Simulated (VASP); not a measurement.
Set up this calculation in VASP 6.6.1, as the native input.

```
Task                   : single point
Functional             : PBE
Potentials or basis    : VASP PAW PBE potentials, release 64 (Na_pv, Be, Y_sv)
Cutoff                 : 520 eV
k mesh                 : 10 × 10 × 4
Occupations            : fermi-dirac, width 0.1 eV
Spin                   : no spin polarisation
Dipole correction      : no
Further INCAR settings : ALGO = Normal; EDIFF = 1e-06; NBANDS = 29
```

The structure of NaYBe lies in POSCAR:

```
NaYBe
1.0
    5.1736165842      0.0000000000      0.0000000000
   -2.5868082921      4.4804833913      0.0000000000
    0.0000000000      0.0000000000      5.8898234364
Na Be Y
2 2 2
Direct
    0.0000000000      0.0000000000      0.0000000000
    0.0000000000      0.0000000000      0.5000000000
    0.3333333333      0.6666666667      0.7500000000
    0.6666666667      0.3333333333      0.2500000000
    0.3333333333      0.6666666667      0.2500000000
    0.6666666667      0.3333333333      0.7500000000
```

The cell was built by a generator and needn't be a form met in nature.

The input as run:

INCAR

```
ALGO     = Normal         # electronic algorithm
EDIFF    = 1E-6           # SCF threshold, eV
ENCUT    = 520            # plane-wave cutoff, eV
GGA      = PE             # functional
ISIF     = 2              # what is computed and relaxed
ISMEAR   = -1             # smearing method
LASPH    = T              # aspherical terms in the spheres
LCHARG   = T              # write CHGCAR
LELF     = T              # ELF
LREAL    = F              # projectors in reciprocal space
LVHAR    = T            
LWAVE    = F              # write WAVECAR
NBANDS   = 29             # bands
NELM     = 80             # most SCF steps
PREC     = Accurate       # precision mode
SIGMA    = 0.1            # smearing width, eV
```

KPOINTS

```
k-points
0
Gamma
  10 10 4
```

Potentials or basis: VASP PAW PBE potentials, release 64 (Na_pv, Be, Y_sv).

The run is started by

```sh
$ cat potpaw_PBE.64/Na_pv/POTCAR potpaw_PBE.64/Be/POTCAR potpaw_PBE.64/Y_sv/POTCAR > POTCAR
$ mpirun -np 1 vasp_std > vasp.out
```

Results of the run:

The pressure is 0.0 GPa and the band gap on the k mesh is none (metal or under the smearing width).

Run time: 2.6 min on 1 thread of Intel(R) Xeon(R) Platinum 8488C (Sapphire Rapids), with other jobs on the host, peak memory 0.37 GiB.
